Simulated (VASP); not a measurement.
**Li3In: phonons with LDA**

Crystal: Li3In.

```xyz
4
Lattice="0.0000 3.2935 3.2935 3.2935 0.0000 3.2935 3.2935 3.2935 0.0000" Properties=species:S:1:pos:R:3 pbc="T T T"
Li    1.6467    1.6467    1.6467
Li    4.9402    4.9402    4.9402
Li    3.2935    3.2935    3.2935
In    0.0000    0.0000    0.0000
```

The cell comes from a database or a generator and needn't be the stable form of this composition.

```
Program                : VASP 6.6.1
Task                   : phonons
Functional             : LDA
Potentials or basis    : VASP PAW LDA potentials, release 64 (Li_sv, In_d)
Cutoff                 : 520 eV
k mesh                 : 6 × 6 × 6
Occupations            : methfessel-paxton, width 0.02 eV
Spin                   : no spin polarisation
Dipole correction      : no
Further INCAR settings : ALGO = Normal; EDIFF = 1e-08; NBANDS = 19; IBRION = 8; NSW = 1
```

```yaml
Highest_phonon_frequency_at_Γ_LO-TO_splitting_left_out: 353 cm⁻¹
```

Phonon frequencies in cm⁻¹ (negative: imaginary):
| q point | frequencies |
| --- | --- |
| (0.000, 0.000, 0.000) | 0 0 0 206 206 206 298 298 298 353 353 353 |

Run time: 7.9 min on 1 thread of AMD EPYC 7R13 Processor (Zen 3), with other jobs on the host, peak memory 0.27 GiB.

Caveat: the atoms weren't relaxed first, which shifts response properties.
